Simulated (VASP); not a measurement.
These are PBE GGA, VASP's PBE PAW potentials (set 64) (plane waves; VASP) values and carry that method's errors.

The input files of a VASP run:

**KPOINTS**
```
Regular mesh
0
gamma
  18 18 10
0 0 0
```

### POSCAR
```
Ti
1
    1.4750000000    -2.5547750000     0.0000000000
    1.4750000000     2.5547750000     0.0000000000
    0.0000000000     0.0000000000     4.6800000000
Ti
2
Direct
  0.3333330000   0.6666670000   0.2500000000
  0.6666670000   0.3333330000   0.7500000000
```

### INCAR
```
SYSTEM=Ti
ENCUT=400   # plane-wave cut-off (eV)
ISMEAR=1   # Methfessel-Paxton
EDIFF=1E-6   # SCF stop (eV)
SIGMA=0.1
NELM=100   # most electronic steps
ALGO=Normal
GGA=PE   # PBE
LWAVE=.FALSE.
LREAL=.FALSE.   # projection in real space or not
LMAXMIX=4
LASPH=.TRUE.   # aspherical one-centre terms
ISIF=2   # forces and stress, cell fixed
LCHARG=.FALSE.
PREC=Accurate
```

POTCAR, in this order: Ti_sv (PBE.64 set). Program: vasp_std.

What VASP printed:

### OUTCAR
```
 ion  position               nearest neighbor table
   1  0.333  0.667  0.250-   2 2.89   2 2.89   2 2.89   2 2.89   2 2.89   2 2.89
   2  0.667  0.333  0.750-   1 2.89   1 2.89   1 2.89   1 2.89   1 2.89   1 2.89
  LATTYP: Found a hexagonal cell.
 ALAT       =     2.9500000510
 C/A-ratio  =     1.5864406506
 Subroutine PRICEL returns:
 Original cell was already a primitive cell.
 Subroutine GETGRP returns: Found 24 space group operations
The static configuration has the point symmetry D_3d.
 The point group associated with its full space group is D_6h.
The dynamic configuration has the point symmetry D_3d.
 Subroutine INISYM returns: Found 24 space group operations
 Subroutine IBZKPT returns following result:
 Found    222 irreducible k-points:

 Following reciprocal coordinates:
            Coordinates               Weight
  0.000000  0.000000  0.000000      1.000000
  0.055556  0.000000  0.000000      6.000000
  0.111111  0.000000  0.000000      6.000000
  0.166667  0.000000  0.000000      6.000000
  0.222222  0.000000  0.000000      6.000000
  0.277778  0.000000  0.000000      6.000000
  0.333333  0.000000  0.000000      6.000000
  0.388889  0.000000  0.000000      6.000000
  0.444444  0.000000  0.000000      6.000000
  0.500000  0.000000  0.000000      3.000000
  0.055556  0.055556  0.000000      6.000000
  0.111111  0.055556  0.000000     12.000000
  0.166667  0.055556  0.000000     12.000000
  0.222222  0.055556  0.000000     12.000000
  0.277778  0.055556  0.000000     12.000000
  0.333333  0.055556  0.000000     12.000000
  0.388889  0.055556  0.000000     12.000000
  0.444444  0.055556  0.000000     12.000000
  0.111111  0.111111  0.000000      6.000000
  0.166667  0.111111  0.000000     12.000000
  0.222222  0.111111  0.000000     12.000000
  0.277778  0.111111  0.000000     12.000000
  0.333333  0.111111  0.000000     12.000000
  0.388889  0.111111  0.000000     12.000000
  0.444444  0.111111  0.000000      6.000000
  0.166667  0.166667  0.000000      6.000000
  0.222222  0.166667  0.000000     12.000000
  0.277778  0.166667  0.000000     12.000000
  0.333333  0.166667  0.000000     12.000000
  0.388889  0.166667  0.000000     12.000000
  0.222222  0.222222  0.000000      6.000000
  0.277778  0.222222  0.000000     12.000000
  0.333333  0.222222  0.000000     12.000000
  0.388889  0.222222  0.000000      6.000000
  0.277778  0.277778  0.000000      6.000000
  0.333333  0.277778  0.000000     12.000000
  0.333333  0.333333  0.000000      2.000000
  0.000000  0.000000  0.100000      2.000000
  0.055556  0.000000  0.100000     12.000000
  0.111111  0.000000  0.100000     12.000000
   k-points           NKPTS =    222   k-points in BZ     NKDIM =    222   number of bands    NBANDS=     16
   number of dos      NEDOS =    301   number of ions     NIONS =      2
   total plane-waves  NPLWV =  12800
   dimension x,y,z NGX =    20 NGY =   20 NGZ =   32
   dimension x,y,z NGXF=    40 NGYF=   40 NGZF=   64
   ions per type =               2
   PREC   = accura    normal or accurate (medium, high low for compatibility)
   ISTART =      0    job   : 0-new  1-cont  2-samecut
   ICHARG =      2    charge: 1-file 2-atom 10-const
   ISPIN  =      1    spin polarized calculation?
   LNONCOLLINEAR =      F non collinear calculations
   LSORBIT =      F    spin-orbit coupling
   INIWAV =      1    electr: 0-lowe 1-rand  2-diag
   ENCUT  =  400.0 eV  29.40 Ry    5.42 a.u.   4.81  4.81  7.63*2*pi/ulx,y,z
   NELM   =    100;   NELMIN=  2; NELMDL= -5     # of ELM steps
   EDIFF  = 0.1E-05   stopping-criterion for ELM
   LREAL  =      F    real-space projection
...
```

File OSZICAR:
```
       N       E                     dE             d eps       ncg     rms          rms(c)
DAV:   1     0.226547619564E+03    0.22655E+03   -0.11990E+04  7120   0.160E+03
DAV:   2     0.930988368331E+01   -0.21724E+03   -0.21596E+03  7440   0.454E+02
DAV:   3    -0.166894150555E+02   -0.25999E+02   -0.25773E+02 13888   0.129E+02
DAV:   4    -0.177437628955E+02   -0.10543E+01   -0.10542E+01  7368   0.267E+01
DAV:   5    -0.177997739074E+02   -0.56011E-01   -0.56010E-01 11696   0.430E+00    0.117E+01
DAV:   6    -0.156582167525E+02    0.21416E+01   -0.81490E+00  8360   0.329E+01    0.291E+00
DAV:   7    -0.156403441804E+02    0.17873E-01   -0.79688E-01 10632   0.746E+00    0.201E+00
DAV:   8    -0.156624341614E+02   -0.22090E-01   -0.20565E-01  8400   0.609E+00    0.681E-01
DAV:   9    -0.156532770573E+02    0.91571E-02   -0.54314E-02  8560   0.258E+00    0.478E-02
DAV:  10    -0.156534156187E+02   -0.13856E-03   -0.18249E-03 11064   0.334E-01    0.743E-02
DAV:  11    -0.156534763654E+02   -0.60747E-04   -0.15211E-04  8200   0.104E-01    0.205E-02
DAV:  12    -0.156534666529E+02    0.97125E-05   -0.31417E-05 10296   0.379E-02    0.667E-03
DAV:  13    -0.156534664234E+02    0.22946E-06   -0.97356E-07  5240   0.132E-02
   1 F= -.15653466E+02 E0= -.15653977E+02  d E =0.153300E-02
```

File OUTCAR:
```
------------------------ aborting loop because EDIFF is reached ----------------------------------------
  FORCE on cell =-STRESS in cart. coord.  units (eV):
  Direction    XX          YY          ZZ          XY          YZ          ZX
  --------------------------------------------------------------------------------------
  Total       -0.5275743     -0.5275743     -0.6111517      0.0000000      0.0000000      0.0000000
  in kB      -23.9647939    -23.9647950    -27.7612528      0.0000000      0.0000000      0.0000000
  external PRESSURE =     -25.2302806 kB  Pullay stress =       0.0000000 kB
  volume of cell :       35.27
      direct lattice vectors                 reciprocal lattice vectors
     1.475000000 -2.554775000  0.000000000     0.338983051 -0.195711951  0.000000000
     1.475000000  2.554775000  0.000000000     0.338983051  0.195711951  0.000000000
     0.000000000  0.000000000  4.680000000     0.000000000  0.000000000  0.213675214
 POSITION                                       TOTAL-FORCE (eV/Angst)
 -----------------------------------------------------------------------------------
      1.47500      0.85159      1.17000         0.000000      0.000000      0.000000
      1.47500     -0.85159      3.51000        -0.000000     -0.000000      0.000000
 -----------------------------------------------------------------------------------
    total drift:                                0.000185      0.001062     -0.000018
  FREE ENERGIE OF THE ION-ELECTRON SYSTEM (eV)
  ---------------------------------------------------
  free  energy   TOTEN  =       -15.6534664234 eV

  energy  without entropy=      -15.6549994198  energy(sigma->0) =      -15.65397742
```
(Selected blocks of OUTCAR.)

**OUTCAR**
```
 val. band max:        8.2000607037   @ k =   0.0556   0.0000   0.5000

 cond. band min:       8.2031548775   @ k =   0.0000   0.0000   0.3000


 Fermi energy:         8.2016220268

 k-point     1 :       0.0000    0.0000    0.0000
  band No.  band energies     occupation
      1     -48.6976      2.00000
      2     -48.5681      2.00000
      3     -25.2790      2.00000
      4     -24.6620      2.00000
      5     -24.6620      2.00000
      6     -24.6075      2.00000
      7     -24.5666      2.00000
      8     -24.5666      2.00000
      9       2.0324      2.00000
     10       5.5353      2.00000
     11       8.8935     -0.00000
     12       8.9489     -0.00000
     13       8.9489     -0.00000
     14       9.0420     -0.00000
     15       9.4325     -0.00000
     16       9.4325     -0.00000

 k-point     2 :       0.0556    0.0000    0.0000
  band No.  band energies     occupation
      1     -48.6946      2.00000
      2     -48.5666      2.00000
      3     -25.2725      2.00000
      4     -24.6753      2.00000
      5     -24.6665      2.00000
      6     -24.6103      2.00000
      7     -24.5806      2.00000
      8     -24.5684      2.00000
      9       2.1185      2.00000
     10       5.6040      2.00000
     11       8.7265     -0.00000
     12       8.7605     -0.00000
     13       9.0092     -0.00000
     14       9.1953     -0.00000
     15       9.3891     -0.00000
     16       9.4862     -0.00000

 k-point     3 :       0.1111    0.0000    0.0000
  band No.  band energies     occupation
      1     -48.6862      2.00000
      2     -48.5643      2.00000
      3     -25.2536      2.00000
      4     -24.7138      2.00000
      5     -24.6792      2.00000
      6     -24.6203      2.00000
      7     -24.6184      2.00000
      8     -24.5736      2.00000
      9       2.3712      2.00000
     10       5.7966      2.00000
     11       8.3374     -0.06637
     12       8.4839     -0.00049
     13       9.1861     -0.00000
...
```

The compound is Ti in the hcp structure. The cell was not relaxed at this level. The run is one of a series of settings (KPOINTS 18×18×10 Γ-centred mesh against the base run), some of them coarse on purpose.
